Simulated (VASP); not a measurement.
Level of theory: PBE GGA, VASP's PBE PAW potentials (set 64) (plane waves; VASP).

A VASP calculation is set up with these files.

### INCAR
```
SYSTEM = Tl
PREC = Accurate
ENCUT = 400
EDIFF = 1E-6
NELM = 100
ALGO = Normal
LREAL = .FALSE.
LASPH = .TRUE.
ISMEAR = 1
SIGMA = 0.1
GGA = PE
LMAXMIX = 4
LWAVE = .FALSE.
LCHARG = .FALSE.
ISIF = 2
```

POSCAR:
```
Tl
1
    1.7300000000    -2.9964480000     0.0000000000
    1.7300000000     2.9964480000     0.0000000000
    0.0000000000     0.0000000000     5.5200000000
Tl
2
Direct
  0.3333330000   0.6666670000   0.2500000000
  0.6666670000   0.3333330000   0.7500000000
```

File KPOINTS:
```
Automatic mesh
0
Gamma
6 6 3
0 0 0
```

POTCAR, in this order: Tl_d (PBE.64 set). Program: vasp_std.

Gaps are read on the run's mesh, which can miss a band edge. Unless said otherwise, spin-orbit coupling is left out, though it shifts the bands of the heavy elements here.

Q: What does the run give for the energy per atom (σ→0), pressure, band gap (on the k-mesh)?

A: 
- energy per atom (σ→0) = -2.178 eV/atom
- band gap (on the k-mesh) = none (metal, semimetal or under 0.01 eV)
- pressure = 2.93 GPa

### OSZICAR
```
...
DAV:   5    -0.441211433138E+01   -0.10492E-03   -0.10492E-03   570   0.251E-01    0.329E+00
DAV:   6    -0.436686829127E+01    0.45246E-01   -0.87523E-02   506   0.253E+00    0.228E+00
DAV:   7    -0.435909139038E+01    0.77769E-02   -0.42740E-02   484   0.176E+00    0.690E-01
DAV:   8    -0.435835230126E+01    0.73909E-03   -0.39738E-03   496   0.512E-01    0.376E-02
DAV:   9    -0.435835916785E+01   -0.68666E-05   -0.22105E-05   567   0.447E-02    0.118E-02
DAV:  10    -0.435836534042E+01   -0.61726E-05   -0.70081E-06   521   0.245E-02    0.279E-03
DAV:  11    -0.435836563261E+01   -0.29220E-06   -0.59399E-07   280   0.649E-03
   1 F= -.43583656E+01 E0= -.43562578E+01  d E =-.632347E-02
```

The compound is Tl in the hcp structure. The cell was not relaxed at this level. The k-mesh is coarse (spacing up to 0.38 per Å, 2π included), so the numbers may not be converged in it. The run is one of a series of settings (KPOINTS 6×6×3 Γ-centred mesh against the base run), some of them coarse on purpose.
